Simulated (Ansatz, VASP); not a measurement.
**RbHg6: VASP beside Ansatz**

```xyz
7
Lattice="0.0000 5.0881 5.0881 5.0881 0.0000 5.0881 5.0881 5.0881 0.0000" Properties=species:S:1:pos:R:3 pbc="T T T"
Rb    0.0000    0.0000    0.0000
Hg    2.5440    2.5440    5.0881
Hg    2.5440    5.0881    2.5440
Hg    2.5440    2.5440    0.0000
Hg    2.5440    0.0000    2.5440
Hg    5.0881    2.5440    2.5440
Hg    0.0000    2.5440    2.5440
```

Change from the starting cell: species swapped into the Zn6Mo type (Fm-3m, No. 225).

Alike in both runs: functional PBE; k mesh 6 × 6 × 6; occupations gaussian, width 0.1 eV; no spin polarisation.

Ansatz relaxed the structure, and its values are those at the end. VASP's run is a single point on that final structure, the one shown.

|  | VASP | Ansatz |
| --- | --- | --- |
| version | VASP 6.6.1 | Ansatz 0.2.0 |
| potentials or method | VASP PAW PBE potentials, release 64 (Rb_sv, Hg) | scalar-relativistic, plane waves, PAW |
| plane-wave cutoff (eV) | 520 | 420 |
| valence electrons in the cell | 81 | 129 |

```csv
,VASP,Ansatz,Ansatz less VASP
gap on the k mesh at the Fermi level (eV),none,none,-
pressure (GPa),0.1,0.0,0.00
```

A gap of «none» marks a metal or a gap that the smearing closes. The two sets of potentials don't hold the same shells in valence.

Spin-orbit coupling is left out, which matters for the levels of Hg.
